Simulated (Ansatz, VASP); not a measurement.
**ZnWO4 in two plane-wave programs**

Aim: how closely do two programs agree when they are given the same cell, functional and k mesh? The cell is taken from a series of runs on this material, whose earlier steps may have relaxed, scaled, displaced or heated it; both programs get it as it stands.

Method: plane waves, with VASP 6.6.1 beside it; dielectric response at LDA, in Ansatz 0.2.0.

## (1) Set-up

Symmetry: P2/c, No. 13, monoclinic system. The conventional cell has a = 4.699 Å, b = 5.729 Å, c = 4.937 Å, α = 90.00°, β = 90.61°, γ = 90.00°. Nearest to Zn lie 6 O at 2.03 to 2.23 Å. Nearest to W lie 6 O at 1.80 to 2.14 Å. Nearest to O lie 2 W at 1.92 to 2.14 Å and 1 Zn at 2.03 Å. Nearest to O lie 1 W at 1.80 Å and 2 Zn at 2.09 to 2.23 Å. Farther neighbours and most contacts between anions are not listed.

Coordinates:

```cif
data_structure
_symmetry_space_group_name_H-M 'P2/c'
_symmetry_Int_Tables_number 13
_cell_length_a 4.6986
_cell_length_b 5.7293
_cell_length_c 4.9367
_cell_angle_alpha 90.000
_cell_angle_beta 90.615
_cell_angle_gamma 90.000
_cell_volume 132.89
loop_
_atom_site_label
_atom_site_type_symbol
_atom_site_symmetry_multiplicity
_atom_site_Wyckoff_symbol
_atom_site_fract_x
_atom_site_fract_y
_atom_site_fract_z
_atom_site_occupancy
Zn1 Zn 2 f 0.50000 0.68400 0.25000 1
W1 W 2 e 0.00000 0.18258 0.25000 1
O1 O 4 g 0.21690 0.10510 0.93630 1
O2 O 4 g 0.25650 0.37770 0.39960 1
```

## (2) Ansatz: dielectric response, LDA

Ansatz runs on its default PAW (the set named soft_2) files.

The response to a field tests empty states and converges slowly with the mesh.

input.yaml reads:

```yaml
crystal:
  lattice:
    - [4.6986, 0.0, 0.0]
    - [0.0, 5.7293, 0.0]
    - [-0.052988409, 0.0, 4.9364156144]
  atoms:
    - { symbol: Zn, position: [0.5, 0.684, 0.25] }
    - { symbol: Zn, position: [0.5, 0.316, 0.75] }
    - { symbol: W, position: [0.0, 0.18258, 0.25] }
    - { symbol: W, position: [0.0, 0.81742, 0.75] }
    - { symbol: O, position: [0.2169, 0.1051, 0.9363] }
    - { symbol: O, position: [0.7831, 0.1051, 0.5637] }
    - { symbol: O, position: [0.7831, 0.8949, 0.0637] }
    - { symbol: O, position: [0.2169, 0.8949, 0.4363] }
    - { symbol: O, position: [0.2565, 0.3777, 0.3996] }
    - { symbol: O, position: [0.7435, 0.3777, 0.1004] }
    - { symbol: O, position: [0.7435, 0.6223, 0.6004] }
    - { symbol: O, position: [0.2565, 0.6223, 0.8996] }
kpoints:
  mp_grid: { grid: [4, 4, 4] }
hamiltonian:
  xc: lda
scf:
  occupations: { method: fixed }
dielectric: {}
```

On the command line:

```sh
$ ansatz run input.yaml --threads 3 --pin off --max-ram 92160MiB --backend cuda --events-out ev --progress --plain --runs-dir out --devices 1 --max-vram 13GiB
```

Numbers of over 12 decimals in the logs are rounded to 6 here.

What it wrote:

```text
GPUs: using 1 of 1 available (devices: 1).
Engine: ansatz 0.2.0, x86_64-unknown-linux-gnu
Pseudopotentials: kind: paw
Pseudopotential: Zn, paw, valence charge 12, recommended cutoff 420 eV (normal), Zn.paw.azcp
Pseudopotential: W, paw, valence charge 14, recommended cutoff 420 eV (normal), W.paw.azcp
Pseudopotential: O, paw, valence charge 6, recommended cutoff 420 eV (normal), O.paw.azcp
Functional definition: SPW92
  exchange = slater_x
  correlation = pw_c
device memory: the entry about to start is reckoned to put 2.7 GiB on a device that reports 46.7 GiB free (of which the cap on the GPU budget leaves the run 13.0 GiB)
GPU FFT provider: cuFFT
GPU libraries: cuBLAS 13.8.2, cuFFT 12.4.0, cuSOLVER 12.3.4
Crystal: 12 atoms, lattice volume = 132.887 Å³
Basis set: ecut = 420 eV, 2605 PW (Γ), exchange–correlation on 64×80×72 points (8 copies of the dense FFT grid, shifted against one another)
Bands: 62, of which v1, the nominal top of the filled ones, is band 50 counted from 1 (49 counted from 0)
Symmetry: 4 space group operations
k-points: 36 of 64 (irreducible under 1 space group operation, time reversal used)
Non-local potential: Zn, projectors of the file, l = 0: 2, l = 1: 2, l = 2: 3, l = 3: 1
Non-local potential: W, projectors of the file, l = 0: 3, l = 1: 2, l = 2: 2, l = 3: 1
Non-local potential: O, projectors of the file, l = 0: 2, l = 1: 2, l = 2: 1
PAW form: soft (Blöchl's): semilocal exchange-correlation on the pseudo side does not see the compensation charge
PAW frozen core: Zn, regenerated for the run's functional, and the local potential with it (the file was generated under x = pbe(κ = 0.804, μ = 0.219515), c = pbe(β = 0.066725))
PAW frozen core: W, regenerated for the run's functional, and the local potential with it (the file was generated under x = pbe(κ = 0.804, μ = 0.219515), c = pbe(β = 0.066725))
PAW frozen core: O, regenerated for the run's functional, and the local potential with it (the file was generated under x = pbe(κ = 0.804, μ = 0.219515), c = pbe(β = 0.066725))
PAW one-centre angular grid: Zn, 590 points (default); XC on 64 Gauss nodes
PAW one-centre angular grid: W, 590 points (default); XC on 64 Gauss nodes
PAW one-centre angular grid: O, 110 points (default); XC on 64 Gauss nodes
Initial density: superposition of atomic densities (neutral atoms: chi_scale 0, normalization atom), corrected by the library's trained network
Initial wavefunctions: pseudopotential atomic-orbital guess
GPU buffer pool allocated for 46080 grid points (all kernels)
GPU transforms: local potential and band sums: pruned to the plane-wave sphere, on 32×40×36
Functional: x = slater, c = lda
SCF iter   1: F=—  HF=-31197.959455 eV  |F-HF|=—  |Δ(HF+E_count)|=         —  Δρ=2.17e-2  dr2=5.79e-1  ethr=1.77e-3  ⟨swp⟩=5.0  Hψ=7980  notcnv=0  defer=349
preconditioner: auto → Resta (q_TF=auto, 2.602 Å⁻¹)  ε∞=7.5  [insulator: Δε(μ)=2.608 eV  Ē_g=11.556 eV  n_scr=38 (ndim 8)  ℏωp=29.5 eV  f_vac=0.028  ε∞_Penn≈7.5]
SCF iter   2: F=—  HF=-31197.842872 eV  |F-HF|=—  |Δ(HF+E_count)|=   1.17e-1  Δρ=6.90e-3  dr2=6.57e-2  ethr=5.79e-4  ⟨swp⟩=2.8  Hψ=4087  notcnv=0  defer=334
SCF iter   3: F=—  HF=-31197.831712 eV  |F-HF|=—  |Δ(HF+E_count)|=   1.12e-2  Δρ=2.87e-3  dr2=8.63e-3  ethr=6.57e-5  ⟨swp⟩=2.0  Hψ=3302  notcnv=0  defer=359
SCF iter   4: F=—  HF=-31197.829958 eV  |F-HF|=—  |Δ(HF+E_count)|=   1.75e-3  Δρ=1.44e-3  dr2=2.65e-3  ethr=8.63e-6  ⟨swp⟩=2.0  Hψ=3391  notcnv=0  defer=360
SCF iter   5: F=—  HF=-31197.829535 eV  |F-HF|=—  |Δ(HF+E_count)|=   4.23e-4  Δρ=3.00e-4  dr2=7.95e-5  ethr=2.65e-6  ⟨swp⟩=2.0  Hψ=3309  notcnv=0  defer=360
SCF iter   6: F=—  HF=-31197.829174 eV  |F-HF|=—  |Δ(HF+E_count)|=   3.61e-4  Δρ=1.01e-4  dr2=1.45e-5  ethr=7.95e-8  ⟨swp⟩=2.0  Hψ=3517  notcnv=0  defer=211
SCF iter   7: F=—  HF=-31197.829622 eV  |F-HF|=—  |Δ(HF+E_count)|=   4.47e-4  Δρ=4.33e-5  dr2=3.01e-6  ethr=1.45e-8  ⟨swp⟩=2.0  Hψ=3263  notcnv=0  defer=210
SCF iter   8: F=—  HF=-31197.829621 eV  |F-HF|=—  |Δ(HF+E_count)|=   4.60e-7  Δρ=1.69e-5  dr2=3.38e-7  ethr=3.01e-9  ⟨swp⟩=2.0  Hψ=3240  notcnv=0  defer=210
SCF iter   9: F=—  HF=-31197.829621 eV  |F-HF|=—  |Δ(HF+E_count)|=   4.24e-8  Δρ=4.45e-6  dr2=3.71e-8  ethr=3.38e-10  ⟨swp⟩=2.0  Hψ=2876  notcnv=0  defer=210
SCF iter  10: F=—  HF=-31197.829621 eV  |F-HF|=—  |Δ(HF+E_count)|=  2.44e-10  Δρ=9.06e-7  dr2=1.38e-9  ethr=3.71e-11  ⟨swp⟩=2.2  Hψ=3251  notcnv=0  defer=210
SCF iter  11: F=—  HF=-31197.829621 eV  |F-HF|=—  |Δ(HF+E_count)|=  1.35e-10  Δρ=3.11e-7  dr2=1.08e-10  ethr=1.38e-12  ⟨swp⟩=2.2  Hψ=3241  notcnv=0  defer=210
SCF iter  12: F=-31197.829621 eV  HF=-31197.829621 eV  |F-HF|=3.64e-11  |Δ(HF+E_count)|=  2.91e-11  Δρ=1.64e-7  dr2=3.04e-11  ethr=1.00e-12  ⟨swp⟩=9.4  Hψ=7076  notcnv=0
SCF 1 converged in 12 iterations: F = -31197.829621 eV  dr2 = 3.04e-11
  greatest PAW one-centre occupation: 1.000 electrons in one spin orbital (limit 2), on the W atom at site 3 (counted from 0), in its partial waves of l = 0
the response reads at least the filled bands of the reference SCF and the lowest empty band at each k-point, and that SCF's band table does not vouch for those bands. The notice of the band table in this run's record says why
[...]
DFPT response loops at Γ: preconditioner auto → Resta (q_TF=auto, 2.602 Å⁻¹)  ε∞=4.6 (no band partly filled); β = 1.00, the filter's whole step (`scf.mixing.beta` (0.50) is not read by the response loops at its default; to damp them type it under 1.00, their step now; it binds the ground state too); Broyden in place of MSR1
── the response to a field inside a basis, on 4×4×4 k-points: an SCF that follows is theirs, and a resumed run solves both again ──
device memory: the entry about to start is reckoned to put 0.4 GiB on a device that reports 46.7 GiB free (of which the cap on the GPU budget leaves the run 12.9 GiB)
GPU FFT provider: cuFFT
GPU libraries: cuBLAS 13.8.2, cuFFT 12.4.0, cuSOLVER 12.3.4
Bands: 51, of which v1, the nominal top of the filled ones, is band 50 counted from 1 (49 counted from 0)
k-points: 16 of 64
Initial density: handed on by an earlier stage of this run
Initial wavefunctions: pseudopotential atomic-orbital guess (no wavefunctions were taken with the density)
GPU buffer pool allocated for 46080 grid points (all kernels)
GPU transforms: band sums: pruned to the plane-wave sphere, on 32×40×36
Eigensolver: Dense (16 Hₖ)
SCF iter   1: F=—  HF=-31197.694223 eV  |F-HF|=—  |Δ(HF+E_count)|=         —  Δρ=6.91e-4  dr2=1.51e-4  ethr=1.00e-1
preconditioner: auto → Resta (q_TF=auto, 2.602 Å⁻¹)  ε∞=11.7  [insulator: Δε(μ)=3.043 eV  Ē_g=9.009 eV  n_scr=38 (ndim 8)  ℏωp=29.5 eV  f_vac=0.025  ε∞_Penn≈11.7]
SCF iter   2: F=—  HF=-31197.694071 eV  |F-HF|=—  |Δ(HF+E_count)|=   1.52e-4  Δρ=5.54e-4  dr2=2.24e-4  ethr=1.51e-7
SCF iter   3: F=—  HF=-31197.694053 eV  |F-HF|=—  |Δ(HF+E_count)|=   1.82e-5  Δρ=2.18e-4  dr2=3.18e-5  ethr=1.51e-7
SCF iter   4: F=—  HF=-31197.694040 eV  |F-HF|=—  |Δ(HF+E_count)|=   1.32e-5  Δρ=6.79e-5  dr2=4.27e-6  ethr=3.18e-8
SCF iter   5: F=—  HF=-31197.694038 eV  |F-HF|=—  |Δ(HF+E_count)|=   1.63e-6  Δρ=3.81e-5  dr2=1.80e-6  ethr=4.27e-9
SCF iter   6: F=-31197.694038 eV  HF=-31197.694038 eV  |F-HF|=2.40e-8  |Δ(HF+E_count)|=   3.57e-7  Δρ=7.14e-6  dr2=7.40e-8  ethr=1.80e-9
SCF 1 converged in 6 iterations: F = -31197.694038 eV  dr2 = 7.40e-8
device memory: the entry about to start is reckoned to put 0.1 GiB (of the 0.1 GiB reckoned in all, the device holds 0.1 GiB already) on a device that reports 46.7 GiB free (of which the cap on the GPU budget leaves the run 12.8 GiB)
device memory: the entry about to start is reckoned to put 2.1 GiB on a device that reports 46.6 GiB free (of which the cap on the GPU budget leaves the run 12.7 GiB)
DFPT response loops at Γ: preconditioner auto → Resta (q_TF=auto, 2.602 Å⁻¹)  ε∞=4.4 (no band partly filled); β = 1.00, the filter's whole step (`scf.mixing.beta` (0.50) is not read by the response loops at its default; to damp them type it under 1.00, their step now; it binds the ground state too); Broyden in place of MSR1
SCF converged after 12 iterations
Free energy (F): -31197.829621 eV
Harris-Foulkes:  -31197.829621 eV  (|F-HF|=3.64e-11)
Internal energy: -31197.829621 eV  (E = F + TS)
E sigma→0 (E₀):  -31197.829621 eV
Fermi energy:    8.209774 eV
--- Per-component energies (eV) ---
  E_band       = -417.686456
  E_kinetic    = 2543.571379
  E_local      = -7885.238591  (includes V_loc(G=0)·N_el)
  E_nonlocal   = 1653.995545
  E_hartree    = 2978.155350
  E_xc         = -1370.915652
  E_vxc        = -1317.793379  (∫ρ·V_xc dr)
  E_paw        = -21318.798018  (= ΣΔE_a)
  E_vpaw       = -1368.551075  (= ΣTr[D̂ρ^β])
  E_aug_tail   = 0.019115  (compensation charges beyond the density's cutoff)
  E_ewald      = -7803.074710
  E_core_change = 4.455960  (= ΣΔE_core)
  E_smearing   = -0.000000  (= −TS)
  E_closure    = -0.000000  (closes the sum)
  Σ components = -31197.829621   (vs F -31197.829621, Δ=0.00e0)
--- Band table (eV; the first three rows and the last of 36) ---
  k-point 0: bands = [... 46 lower, 7.5121, 7.8571, 7.9296, 7.9520, 11.5248, 11.9787, 12.0117, 12.0197, ... 8 higher]
  k-point 1: bands = [... 46 lower, 7.5652, 7.7535, 7.9643, 8.1819, 11.6322, 11.7208, 11.8696, 11.9673, ... 8 higher]
  k-point 2: bands = [... 46 lower, 7.6853, 7.6853, 8.0974, 8.0974, 11.5645, 11.5645, 12.0090, 12.0090, ... 8 higher]
  k-point 35: bands = [... 46 lower, 7.3362, 7.3362, 7.8667, 7.8667, 11.8345, 11.8345, 12.0850, 12.0850, ... 8 higher]
--- Dielectric response (ions clamped): 3 representative field directions + reference, inside a basis on a mesh of 64 k-points (Σ response iterations 18) ---
  ε∞ (high-frequency dielectric tensor):
        5.301449     0.000000     0.087043
        0.000000     5.117729     0.000000
        0.087043     0.000000     5.842125
  Born effective charges Z* (e; rows j = field, columns β = displacement):
    site 0:
         3.43236    0.00000    0.06196
         0.00000    2.65810    0.00000
        -0.00007    0.00000    2.66351
    site 1:
         3.43236    0.00000    0.06196
         0.00000    2.65810    0.00000
        -0.00007    0.00000    2.66351
    site 2:
         5.12538    0.00000    0.11578
         0.00000    5.80326    0.00000
         0.21614    0.00000    7.42752
    site 3:
         5.12538    0.00000    0.11578
         0.00000    5.80326    0.00000
         0.21614    0.00000    7.42752
    site 4:
        -1.90303   -0.35539    0.73726
        -0.29767   -1.94323   -0.73547
         0.87336   -0.98179   -3.23806
    site 5:
        -1.90303    0.35539    0.73726
         0.29767   -1.94323    0.73547
         0.87336    0.98179   -3.23806
    site 6:
        -1.90303   -0.35539    0.73726
        -0.29767   -1.94323   -0.73547
         0.87336   -0.98179   -3.23806
    site 7:
[...]
site 8:
[...]
site 9:
[...]
1.34524   -2.28745    0.69598
        -0.98140    0.54479   -1.80746
    site 10:
        -2.37583   -1.17985   -0.82613
        -1.34524   -2.28745   -0.69598
        -0.98140   -0.54479   -1.80746
    site 11:
        -2.37583    1.17985   -0.82613
         1.34524   -2.28745    0.69598
        -0.98140    0.54479   -1.80746
  Z* charge neutrality: 9.713e-3 e pre-enforcement
  solved inside a basis spanned on kpoints, on 4×4×4 k-points, its susceptibility summed on 6×6×6: ε∞ is read to err by 2.5e-2, Z* by 3.3e-2 e (field_mesh: kpoints solves on kpoints); Z* is corrected for what the basis lacks
```

(Continued in part 2 of 2.)

[Lines on the potential files, build, host, timing and source positions are cut from VASP's logs without a mark.]

[Logs are printed without paths, hosts, clocks, repeated set-up lines and the standing remarks that a program may print on its own settings, such as how far it seeks lower states.]

[Hosts, paths, dates, database ids (printed as entryN), source tags and the programs' standing remarks are cut or masked in the printed files.]
